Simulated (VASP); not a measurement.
Level of theory: PBE GGA, VASP's PBE PAW potentials (set 64) (plane waves; VASP).

A VASP calculation is set up with these files.

### KPOINTS
```
kpoints
0
Gamma
 10 10 10
0 0 0
```

**INCAR**
```
ALGO  =  Fast   # Davidson, then RMM-DIIS
ISIF  =  2   # forces and stress, cell fixed
ISMEAR  =  0
NELM  =  100
IBRION  =  2
NELMIN  =  4
ENCUT  =  400
LASPH  =  .TRUE.   # aspherical one-centre terms
LCHARG  =  .FALSE.
GGA  =  PE   # PBE
NSW  =  20   # most ionic steps
LWAVE  =  .FALSE.
SIGMA  =  0.05   # width (eV)
LREAL  =  .FALSE.   # projection in real space or not
EDIFFG  =  -0.03
EDIFF  =  1E-5
PREC  =  Normal
SYSTEM  =  MgS
```

### POSCAR
```
MgS
1
   -0.0000000000     2.6113088339     2.6113088339
    2.6113088339    -0.0000000000     2.6113088339
    2.6113088339     2.6113088339    -0.0000000000
Mg S
1 1
Direct
  0.0000000000   0.0000000000   0.0000000000
  0.5000000000   0.5000000000   0.5000000000
```

POTCAR, in this order: Mg S (PBE.64 set). Program: vasp_std.

Task: Predict the energy per atom (σ→0), band gap (on the k-mesh).

Result: 
```yaml
energy per atom (σ→0): -4.251 eV/atom
band gap (on the k-mesh): 2.75 eV
```

### OSZICAR
```
...
RMM:   7    -0.850365195735E+01    0.37480E-01   -0.25067E-01   752   0.310E+00    0.215E+00
RMM:   8    -0.850497775294E+01   -0.13258E-02   -0.25269E-02   752   0.126E+00    0.704E-01
RMM:   9    -0.850278153871E+01    0.21962E-02   -0.47876E-03   752   0.502E-01    0.200E-01
RMM:  10    -0.850285690349E+01   -0.75365E-04   -0.15194E-03   752   0.295E-01    0.810E-02
RMM:  11    -0.850286592640E+01   -0.90229E-05   -0.12292E-04   752   0.109E-01    0.678E-02
RMM:  12    -0.850285494467E+01    0.10982E-04   -0.32185E-05   643   0.538E-02    0.234E-02
RMM:  13    -0.850285353603E+01    0.14086E-05   -0.15477E-05   520   0.325E-02
   1 F= -.85028535E+01 E0= -.85028535E+01  d E =-.850285E+01
```

The compound is MgS in the rock salt structure. It was relaxed first.
